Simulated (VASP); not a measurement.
Given:

```xyz
2
Lattice="3.4320 0.0000 0.0000 0.0000 3.4320 0.0000 0.0000 0.0000 3.4320" Properties=species:S:1:pos:R:3 pbc="T T T"
V      0.0000     0.0000     0.0000
Si     1.7160     1.7160     1.7160
```
Starting moments (μB, in the order of the record's atoms V Si): 2.0 0.0.

The numbers are results of r2SCAN meta-GGA, VASP's PBE PAW potentials (set 64) (plane waves; VASP), not measurements. Numerical set-up: 400 eV cut-off, 10×10×10 Γ-centred mesh, first-order Methfessel-Paxton smearing of 0.10 eV, potentials V_sv Si.

Energy and stress use the plane-wave basis of the starting cell.

Task: The ions, cell shape and volume are relaxed. Give the cell that the relaxation ends in.

Result: 
```xyz
2
Lattice="2.9512 0.0000 0.0000 0.0000 2.9512 0.0000 0.0000 0.0000 2.9512" Properties=species:S:1:pos:R:3 pbc="T T T"
V      0.0000     0.0000     0.0000
Si     1.4756     1.4756     1.4756
```
Space group Pm-3m (221), at a tolerance of 0.03 Å. The cell ends with -0.25 μB, on the sites -0.21 0.00 μB.

Task: How do energy and volume change from the first to the last step?

Result: The energy (σ→0) changes by -584.6 meV/atom and the volume by -36.4 %, in 7 ionic steps.

```csv
step,E(σ→0) (eV),max force (eV/Å),pressure (GPa),volume (Å³)
1,-21.8916,0.000,-21.89,40.42
2,-23.0529,0.000,-3.99,26.32
3,-23.0016,0.000,12.95,24.15
4,-23.0606,0.000,-0.42,25.77
5,-23.0600,0.000,1.26,25.52
6,-23.0599,0.000,-1.26,25.89
7,-23.0607,0.000,-0.03,25.70
```

The structure was generated: VSi was put into the CsCl type type (Pm-3m), which need not be its known phase. This run relaxes it. Symmetry was kept, so distortions that lower it aren't found.
